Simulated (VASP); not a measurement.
BeB:

```xyz
2
Lattice="3.1184 0.0000 0.0000 -1.5592 2.7006 0.0000 0.0000 0.0000 1.8278" Properties=species:S:1:pos:R:3 pbc="T T T"
Be    0.0000    0.0000    0.9139
B     0.0000    1.8004    0.0000
```

The cell was built by a generator and needn't be a form met in nature.

- Program: VASP 6.6.1
- Task: single point
- Functional: PBE
- Potentials or basis: VASP PAW PBE potentials, release 64 (Be, B)
- Cutoff: 520 eV
- k mesh: 10 × 10 × 14
- Occupations: fermi-dirac, width 0.05 eV
- Spin: no spin polarisation

On this cell: pressure 0.2 GPa; largest force under 0.003 eV/Å; band gap on the k mesh none (metal or under the smearing width).

The same run follows on a disturbed copy (atoms moved at random, drawn with an rms of 0.05 Å):

```
Be B
1.0
     3.11844    0.00000    0.00000
    -1.55922    2.70065    0.00000
     0.00000    0.00000    1.82779
Be B
1 1
Direct
  0.00629 0.01240 0.46983
  0.34502 0.67493 0.99898
```

Task: What changes?

Result: The energy (extrapolated to zero smearing) moves by +7.6 meV/atom; pressure 0.4 GPa; largest force 0.517 eV/Å; band gap on the k mesh none (metal or under the smearing width).

Forces on the atoms (eV/Å):
```
Be   0.137 -0.063  0.494
B   -0.137  0.063 -0.494
```

Stress tensor (GPa, compression positive):
```
-0.17  1.17  0.24
 1.17  0.94 -0.11
 0.24 -0.11  0.39
```
